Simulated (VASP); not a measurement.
The input files of a VASP run:

POSCAR:
```
GaN
1
    1.6269000000    -2.8178730000     0.0000000000
    1.6269000000     2.8178730000     0.0000000000
    0.0000000000     0.0000000000     5.2938000000
Ga N
2 2
Direct
  0.6666670000   0.3333330000   0.5000000000
  0.3333330000   0.6666670000   0.0000000000
  0.6666670000   0.3333330000   0.8770000000
  0.3333330000   0.6666670000   0.3770000000
```

INCAR:
```
SYSTEM = GaN
PREC = Accurate
ENCUT = 520
EDIFF = 1E-6
NELM = 100
ALGO = Normal
LREAL = .FALSE.
LASPH = .TRUE.
ISMEAR = 0
SIGMA = 0.05
GGA = PE
LMAXMIX = 4
LWAVE = .FALSE.
LCHARG = .FALSE.
ISIF = 2
LSORBIT = .TRUE.
MAGMOM = 0 0 0 0 0 0 0 0 0 0 0 0
GGA_COMPAT = .FALSE.
```

### KPOINTS
```
Automatic mesh
0
Gamma
6 6 3
0 0 0
```

POTCAR, in this order: Ga_d N (PBE.64 set). Program: vasp_std.

The resulting files:

File standard output:
```
 POSCAR found type information on POSCAR GaN
 POSCAR found :  2 types and       4 ions
 Reading from existing POTCAR

 -----------------------------------------------------------------------------
|                                                                             |
|     EEEEEEE  RRRRRR   RRRRRR   OOOOOOO  RRRRRR      ###     ###     ###     |
|     E        R     R  R     R  O     O  R     R     ###     ###     ###     |
|     E        R     R  R     R  O     O  R     R     ###     ###     ###     |
|     EEEEE    RRRRRR   RRRRRR   O     O  RRRRRR       #       #       #      |
|     E        R   R    R   R    O     O  R   R                               |
|     E        R    R   R    R   O     O  R    R      ###     ###     ###     |
|     EEEEEEE  R     R  R     R  OOOOOOO  R     R     ###     ###     ###     |
|                                                                             |
|     ERROR: Noncollinear calculations require that VASP is compiled          |
|     without the flag -DNGXhalf and-DNGZhalf.                                |
|     You probably tried to run a noncollinear calculation                    |
|     (LNONCOLLINEAR=T) with the executable vasp_std. Use vasp_ncl            |
|     instead!                                                                |
|                                                                             |
|       ---->  I REFUSE TO CONTINUE WITH THIS SICK JOB ... BYE!!! <----       |
|                                                                             |
 -----------------------------------------------------------------------------
```

Q: Read the log: what went wrong, and how is it fixed?

A: The cause: LSORBIT needs the non-collinear program vasp_ncl. VASP stops with an error: ERROR: Noncollinear calculations require that VASP is compiled without the flag -DNGXhalf and-DNGZhalf. You probably tried to run a noncollinear calculation (LNONCOLLINEAR=T) with the executable vasp_std. Use vasp_ncl instead! ----> I REFUSE TO CONTINUE WITH THIS SICK JOB ... BYE!!! <---- To mend it, run vasp_ncl.

The mended run (PBE GGA with spin-orbit coupling, plane waves, VASP's PBE PAW potentials (set 64)) converges, and its OSZICAR ends with
```
   1 F= -.24307514E+02 E0= -.24307514E+02  d E =-.246048E-16  mag=     0.0000    -0.0000    -0.0000
```

The compound is GaN in the wurtzite structure. The cell was not relaxed at this level.
